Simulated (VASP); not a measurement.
Consider the following.

```yaml
crystal:
  lattice:
    - [3.34441, 0.00000, 0.00000]
    - [-1.67221, 2.89635, 0.00000]
    - [0.00000, 0.00000, 6.73021]
  atoms:
    - { symbol: W, position: [0.00000, 0.00000, 0.00000] }
    - { symbol: Se, position: [0.33333, 0.66667, 0.24756] }
    - { symbol: Se, position: [0.66667, 0.33333, 0.75244] }
```

Computed with r2SCAN meta-GGA, VASP's PBE PAW potentials (set 64) (plane waves; VASP). Settings: 400 eV cut-off, 12×12×5 Γ-centred mesh, tetrahedra with Blöchl corrections, potentials W_sv Se.

Unless said otherwise, spin-orbit coupling is left out, though it shifts the bands of the heavy elements here.

Predict the energy per atom (σ→0), band gap (over mesh and band path) with the smallest direct gap where there is one.

| Property | Value |
|---|---|
| band gap (over mesh and band path) | none (metal, semimetal or under 0.01 eV) |
| energy per atom (σ→0) | -26.981 eV/atom |

Total energies compare only between runs with the same potentials, cut-off and functional.

The structure was generated: WSe2 was put into the CdI2 type (P-3m1), which need not be its known phase. It was relaxed first, which changed the volume by -14 %.
